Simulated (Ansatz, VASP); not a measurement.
## TaN: VASP beside Ansatz

Wanted: the spread between two codes on one cell, functional and k mesh. The cell is taken from a series of runs on this material, whose earlier steps may have relaxed, scaled, displaced or heated it; both programs get it as it stands.

Program: Ansatz 0.2.0. Level of theory: plane waves, with VASP 6.6.1 beside it; zone-centre phonons at PBEsol. Results are calculated unless marked as measured.

**1. Set-up**

It takes space group P-6m2 (No. 187, hexagonal). Conventional cell: a = 2.985 Å, b = 2.985 Å, c = 2.920 Å, α = 90.00°, β = 90.00°, γ = 120.00°. N has 6 Ta at 2.26 Å nearest. Ta has 6 N at 2.26 Å nearest. Farther neighbours and most contacts between anions are not listed.

**2. VASP: zone-centre phonons, PBEsol**

Second derivatives magnify differences that forces hide, and they need a tight electronic threshold.

Lines of VASP's logs that name or quote its potential files are left out, and so is its time.

INCAR

```
SYSTEM = TaN
PREC = Accurate
ENCUT = 600
EDIFF = 1E-08
NELM = 120
ISMEAR = 1
SIGMA = 0.2
LREAL = .FALSE.
ALGO = Normal
GGA = PS
NBANDS = 14
LASPH = .TRUE.
LORBIT = 11
LWAVE = .FALSE.
LCHARG = .FALSE.
ISIF = 2
IBRION = 8
GGA_COMPAT = .FALSE.
KPAR = 2
```

POSCAR

```
TaN
1.0
    2.9848650731      0.0000000000      0.0000000000
   -1.4924325366      2.5849689802      0.0000000000
    0.0000000000      0.0000000000      2.9196768509
N Ta
1 1
Direct
    0.6666666667      0.3333333333      0.0000000000
    0.0000000000      0.0000000000      0.5000000000
```

KPOINTS

```
Automatic mesh
0
Gamma
18 18 16
0 0 0
```

PAW data sets: N and Ta_pv (PBE family, release 64).

Started as:

```console
$ mpirun -np 2 vasp_std
```

Numbers of over 12 decimals in the logs are rounded to 6 here.

The program printed:

```text
[banner, memory and clock lines left out]
running    2 mpi-ranks, on    1 nodes
 distrk:  each k-point on    1 cores,    2 groups
 distr:  one band on    1 cores,    1 groups

 POSCAR found type information on POSCAR N Ta
 POSCAR found :  2 types and       2 ions
|                                                                             |
|               ----> ADVICE to this user running VASP <----                  |
|                                                                             |
|     You enforced a specific xc type in the INCAR file but a different       |
|     [... a line on the potential file left out ...]
|     I HOPE YOU KNOW WHAT YOU ARE DOING!                                     |
|                                                                             |

 LDA part: xc-table for (Slater+PW92), standard interpolation
 POSCAR, INCAR and KPOINTS ok, starting setup
 FFT: planning ... GRIDC
 FFT: planning ... GRID_SOFT
 FFT: planning ... GRID
 WAVECAR not read
 entering main loop
       N       E                     dE             d eps       ncg     rms          rms(c)
DAV:   1     0.102103817757E+03    0.10210E+03   -0.97982E+03  9324   0.132E+03
DAV:   2    -0.224261695231E+02   -0.12453E+03   -0.11799E+03 11358   0.342E+02
DAV:   3    -0.260997618022E+02   -0.36736E+01   -0.36481E+01 10866   0.578E+01
DAV:   4    -0.261203082257E+02   -0.20546E-01   -0.20543E-01 10878   0.456E+00
DAV:   5    -0.261204330657E+02   -0.12484E-03   -0.12484E-03 11094   0.344E-01    0.217E+01
DAV:   6    -0.238910903380E+02    0.22293E+01   -0.41439E+00 11164   0.246E+01    0.906E+00
DAV:   7    -0.237776979065E+02    0.11339E+00   -0.40043E-01 11124   0.645E+00    0.639E+00
DAV:   8    -0.237426482075E+02    0.35050E-01   -0.16382E-01 11970   0.386E+00    0.137E+00
DAV:   9    -0.237371217870E+02    0.55264E-02   -0.13093E-02 10962   0.104E+00    0.231E-01
DAV:  10    -0.237370192792E+02    0.10251E-03   -0.51047E-04 12366   0.273E-01    0.145E-01
DAV:  11    -0.237369749861E+02    0.44293E-04   -0.67729E-05 11196   0.820E-02    0.192E-02
DAV:  12    -0.237369748961E+02    0.90004E-07   -0.47643E-06 11796   0.192E-02    0.222E-03
DAV:  13    -0.237369749019E+02   -0.57285E-08   -0.35757E-08 10782   0.177E-03
   1 F= -.23736975E+02 E0= -.23737076E+02  d E =0.302214E-03
 Linear response reoptimize wavefunctions to high precision
DAV:   1    -0.237369748532E+02    0.48643E-07   -0.22391E-08 12222   0.143E-03
DAV:   2    -0.237369748532E+02   -0.77307E-11   -0.12379E-10  6722   0.115E-04
 Linear response DOF=           4
 Linear response progress:
  Degree of freedom:   1/  4
       N       E                     dE             d eps       ncg     rms          rms(c)
RMM:   1    -0.231651294630E+00   -0.23165E+00    0.10908E-01 95194   0.281E+00
RMM:   2    -0.225394416604E+00    0.62569E-02   -0.30875E-03 69701   0.458E-01    0.158E-01
RMM:   3    -0.226180734441E+00   -0.78632E-03   -0.47686E-04 66464   0.141E-01    0.862E-02
RMM:   4    -0.227246655030E+00   -0.10659E-02   -0.24919E-04 68149   0.103E-01    0.227E-02
RMM:   5    -0.227293660561E+00   -0.47006E-04   -0.10635E-05 75811   0.253E-02    0.220E-03
RMM:   6    -0.227286507204E+00    0.71534E-05   -0.11780E-06 77115   0.490E-03    0.167E-03
RMM:   7    -0.227281877704E+00    0.46295E-05   -0.18568E-07 82769   0.162E-03    0.137E-03
RMM:   8    -0.227284055674E+00   -0.21780E-05   -0.53819E-08 80067   0.644E-04    0.227E-04
RMM:   9    -0.227281147893E+00    0.29078E-05    0.11788E-08 71817   0.329E-04    0.266E-05
RMM:  10    -0.227280938191E+00    0.20970E-06   -0.14271E-08 85112   0.101E-04    0.208E-05
RMM:  11    -0.227280850568E+00    0.87622E-07   -0.50042E-09 83701   0.332E-05    0.153E-05
RMM:  12    -0.227280879832E+00   -0.29264E-07   -0.16302E-09 81038   0.128E-05    0.363E-06
RMM:  13    -0.227280874507E+00    0.53247E-08    0.65359E-10 75069   0.653E-06    0.184E-06
 first order change of Fermi-energy   0.30164E-04
 force on displaced ion       1 direction 1 : -11.139   0.001   0.000
 Linear response progress:
  Degree of freedom:   2/  4
       N       E                     dE             d eps       ncg     rms          rms(c)
RMM:   1    -0.235512285474E+00   -0.23551E+00    0.14373E-01 32549   0.289E+00
RMM:   2    -0.229606572043E+00    0.59057E-02   -0.36138E-03 25071   0.484E-01    0.137E-01
RMM:   3    -0.230371097249E+00   -0.76453E-03   -0.80234E-04 23808   0.168E-01    0.718E-02
RMM:   4    -0.231495199810E+00   -0.11241E-02   -0.36934E-04 24598   0.115E-01    0.220E-02
RMM:   5    -0.231599483846E+00   -0.10428E-03   -0.18229E-05 25976   0.340E-02    0.305E-03
RMM:   6    -0.231590493738E+00    0.89901E-05   -0.14015E-06 26046   0.756E-03    0.123E-03
RMM:   7    -0.231582618588E+00    0.78751E-05   -0.20079E-07 26525   0.247E-03    0.395E-04
RMM:   8    -0.231584159571E+00   -0.15410E-05   -0.27847E-08 28887   0.835E-04    0.192E-04
RMM:   9    -0.231584196128E+00   -0.36557E-07   -0.61686E-09 28969   0.297E-04    0.374E-05
RMM:  10    -0.231583856931E+00    0.33920E-06   -0.74523E-10 29346   0.953E-05    0.165E-05
RMM:  11    -0.231583866833E+00   -0.99014E-08   -0.23370E-09 29799   0.373E-05    0.286E-06
 first order change of Fermi-energy  -0.14577E-03
 force on displaced ion       1 direction 3 :  -0.000  -0.000 -11.235
 Linear response progress:
  Degree of freedom:   3/  4
       N       E                     dE             d eps       ncg     rms          rms(c)
RMM:   1    -0.135591376765E+00   -0.13559E+00    0.11698E+01 42104   0.254E+01
RMM:   2    -0.164331911054E+00   -0.28741E-01   -0.27589E-02 64260   0.153E+00    0.172E-01
RMM:   3    -0.162923191295E+00    0.14087E-02   -0.25711E-03 73615   0.325E-01    0.936E-02
RMM:   4    -0.161972373016E+00    0.95082E-03   -0.37886E-04 81867   0.127E-01    0.351E-02
RMM:   5    -0.161645200984E+00    0.32717E-03   -0.58426E-05 84319   0.331E-02    0.552E-03
RMM:   6    -0.161654171949E+00   -0.89710E-05   -0.10385E-05 81794   0.109E-02    0.215E-03
RMM:   7    -0.161656593387E+00   -0.24214E-05   -0.32899E-06 88878   0.370E-03    0.563E-04
RMM:   8    -0.161658493432E+00   -0.19000E-05   -0.39033E-06 87512   0.138E-03    0.199E-04
RMM:   9    -0.161659698299E+00   -0.12049E-05   -0.14549E-06 83339   0.633E-04    0.457E-05
RMM:  10    -0.161659990539E+00   -0.29224E-06   -0.10080E-06 88203   0.294E-04    0.212E-05
RMM:  11    -0.161660089187E+00   -0.98648E-07   -0.45839E-07 92204   0.145E-04    0.989E-06
RMM:  12    -0.161660119377E+00   -0.30190E-07   -0.37576E-07 91956   0.768E-05    0.872E-06
RMM:  13    -0.161660132706E+00   -0.13329E-07   -0.12577E-07 81795   0.471E-05    0.590E-06
RMM:  14    -0.161660184969E+00   -0.52263E-07   -0.14429E-07 79607   0.316E-05    0.419E-06
RMM:  15    -0.161660146696E+00    0.38273E-07   -0.45667E-08 72769   0.206E-05    0.538E-06
RMM:  16    -0.161660168186E+00   -0.21491E-07   -0.57084E-08 66776   0.129E-05    0.122E-06
RMM:  17    -0.161660168412E+00   -0.22582E-09   -0.17146E-08 50451   0.849E-06    0.103E-06
 first order change of Fermi-energy  -0.59423E-04
 force on displaced ion       2 direction 1 : -11.134   0.000   0.000
 Linear response progress:
  Degree of freedom:   4/  4
       N       E                     dE             d eps       ncg     rms          rms(c)
RMM:   1    -0.153484215178E+00   -0.15348E+00    0.10169E+01 14938   0.247E+01
RMM:   2    -0.181873499439E+00   -0.28389E-01   -0.28645E-02 22191   0.153E+00    0.132E-01
RMM:   3    -0.181182042630E+00    0.69146E-03   -0.22227E-03 26408   0.303E-01    0.716E-02
RMM:   4    -0.180630864989E+00    0.55118E-03   -0.19229E-04 27602   0.973E-02    0.226E-02
RMM:   5    -0.180478397401E+00    0.15247E-03   -0.26851E-05 29078   0.289E-02    0.639E-03
RMM:   6    -0.180453816703E+00    0.24581E-04   -0.51850E-06 27386   0.105E-02    0.898E-04
RMM:   7    -0.180455098052E+00   -0.12813E-05   -0.24297E-06 30243   0.319E-03    0.438E-04
RMM:   8    -0.180457229799E+00   -0.21317E-05   -0.14379E-06 31062   0.128E-03    0.135E-04
RMM:   9    -0.180458064619E+00   -0.83482E-06   -0.94094E-07 29300   0.567E-04    0.462E-05
RMM:  10    -0.180458456652E+00   -0.39203E-06   -0.55139E-07 29023   0.321E-04    0.168E-05
RMM:  11    -0.180458952005E+00   -0.49535E-06   -0.33733E-07 29693   0.180E-04    0.204E-05
RMM:  12    -0.180458662428E+00    0.28958E-06   -0.17927E-07 26609   0.116E-04    0.600E-06
RMM:  13    -0.180458685598E+00   -0.23170E-07   -0.13349E-07 30125   0.601E-05    0.602E-06
RMM:  14    -0.180458677194E+00    0.84031E-08   -0.70348E-08 30076   0.369E-05    0.781E-06
 first order change of Fermi-energy  -0.96382E-03
 force on displaced ion       2 direction 3 :  -0.000   0.000 -11.255
 Linear response finished
```

OUTCAR, selected parts (step 2):

```text
ion  position               nearest neighbor table
   1  0.667  0.333  0.000-   2 2.26   2 2.26   2 2.26   2 2.26   2 2.26   2 2.26
   2  0.000  0.000  0.500-   1 2.26   1 2.26   1 2.26   1 2.26   1 2.26   1 2.26

  LATTYP: Found a hexagonal cell.
 ALAT       =     2.9848650731
 C/A-ratio  =     0.9781604124

 Subroutine GETGRP returns: Found 12 space group operations
 (whereof 12 operations were pure point group operations)

The static configuration has the point symmetry D_3h.

 Found    333 irreducible k-points:

   k-points           NKPTS =    333   k-points in BZ     NKDIM =    333   number of bands    NBANDS=     14

   dimension x,y,z NGX =    24 NGY =   24 NGZ =   24
   dimension x,y,z NGXF=    48 NGYF=   48 NGZF=   48

   ENCUT  =  600.0 eV  44.10 Ry    6.64 a.u.   5.96  5.96  5.83*2*pi/ulx,y,z

   NELECT =      16.0000    total number of electrons

 k-points in reciprocal lattice and weights: Automatic mesh
   0.00000000  0.00000000  0.00000000       0.000
   0.05555556  0.00000000  0.00000000       0.001
   0.11111111  0.00000000  0.00000000       0.001
   0.16666667  0.00000000  0.00000000       0.001
   0.22222222  0.00000000  0.00000000       0.001
   0.27777778  0.00000000  0.00000000       0.001
   0.33333333  0.00000000  0.00000000       0.001
   0.38888889 -0.00000000  0.00000000       0.001
   0.44444444  0.00000000  0.00000000       0.001
[...]
0.33333333  0.27777778  0.50000000       0.002
   0.33333333  0.33333333  0.50000000       0.000

 average (electrostatic) potential at core
       1 -62.1685       2 -35.4442

  Total       -2.5478253     -2.5478253     -2.5231672      0.0000000      0.0000000     -0.0000000
  in kB     -181.2030042   -181.2030042   -179.4493082      0.0000000      0.0000000     -0.0000000
  external PRESSURE =    -180.6184389 kB  Pullay stress =       0.0000000 kB

  energy-cutoff  :      600.00
  volume of cell :       22.53
      direct lattice vectors                 reciprocal lattice vectors
     2.984865073  0.000000000  0.000000000     0.335023519  0.193425919  0.000000000
    -1.492432537  2.584968980  0.000000000     0.000000000  0.386851838  0.000000000
     0.000000000  0.000000000  2.919676851     0.000000000  0.000000000  0.342503657

 POSITION                                       TOTAL-FORCE (eV/Angst)
 -----------------------------------------------------------------------------------
      1.49243      0.86166      0.00000         0.000000      0.000000      0.000000
      0.00000      0.00000      1.45984        -0.000000     -0.000000      0.000000
 -----------------------------------------------------------------------------------
    total drift:                               -0.000000      0.000000      0.000000

 Eigenvectors and eigenvalues of the dynamical matrix
 ----------------------------------------------------

   1 f  =   14.537050 THz    91.338977 2PiTHz  484.903784 cm-1    60.120380 meV
             X         Y         Z           dx          dy          dz
      1.492433  0.861656  0.000000     0.000000   -0.000000    0.963361
      0.000000  0.000000  1.459838    -0.000000    0.000000   -0.268209

   2 f  =   14.473290 THz    90.938362 2PiTHz  482.776981 cm-1    59.856690 meV
             X         Y         Z           dx          dy          dz
      1.492433  0.861656  0.000000     0.496726   -0.825513   -0.000000
      0.000000  0.000000  1.459838    -0.138143    0.229582    0.000000

   3 f  =   14.473290 THz    90.938362 2PiTHz  482.776981 cm-1    59.856690 meV
             X         Y         Z           dx          dy          dz
      1.492433  0.861656  0.000000    -0.825513   -0.496726   -0.000000
      0.000000  0.000000  1.459838     0.229582    0.138143    0.000000

   4 f/i=    0.000771 THz     0.004846 2PiTHz    0.025725 cm-1     0.003189 meV
             X         Y         Z           dx          dy          dz
      1.492433  0.861656  0.000000    -0.000942   -0.267937   -0.000000
      0.000000  0.000000  1.459838    -0.003386   -0.963430   -0.000000

   5 f/i=    0.000771 THz     0.004846 2PiTHz    0.025725 cm-1     0.003189 meV
             X         Y         Z           dx          dy          dz
      1.492433  0.861656  0.000000     0.267937   -0.000942   -0.000000
      0.000000  0.000000  1.459838     0.963430   -0.003386   -0.000000

   6 f/i=    0.003293 THz     0.020693 2PiTHz    0.109855 cm-1     0.013620 meV
             X         Y         Z           dx          dy          dz
      1.492433  0.861656  0.000000    -0.000000    0.000000   -0.268209
      0.000000  0.000000  1.459838    -0.000000    0.000000   -0.963361

 ELASTIC MODULI CONTR FROM IONIC RELAXATION (kBar)
 Direction    XX          YY          ZZ          XY          YZ          ZX
 --------------------------------------------------------------------------------
 XX          -0.9411      0.9411      0.0000      0.0000     -0.0000      0.0000
 YY           0.9411     -0.9411     -0.0000      0.0000      0.0000     -0.0000
 ZZ           0.0000     -0.0000     -0.0000     -0.0000      0.0000      0.0000
 XY           0.0000      0.0000     -0.0000     -0.9411      0.0000      0.0000
 YZ          -0.0000      0.0000      0.0000      0.0000     -0.0000     -0.0000
 ZX           0.0000     -0.0000      0.0000      0.0000     -0.0000     -0.0000
 --------------------------------------------------------------------------------
```

[end of part 1 of 2]

[Lines on the potential files, build, host, timing and source positions are cut from VASP's logs without a mark.]

[Logs are printed without paths, hosts, clocks, repeated set-up lines and the standing remarks that a program may print on its own settings, such as how far it seeks lower states.]

[Hosts, paths, dates, database ids (printed as entryN), source tags and the programs' standing remarks are cut or masked in the printed files.]
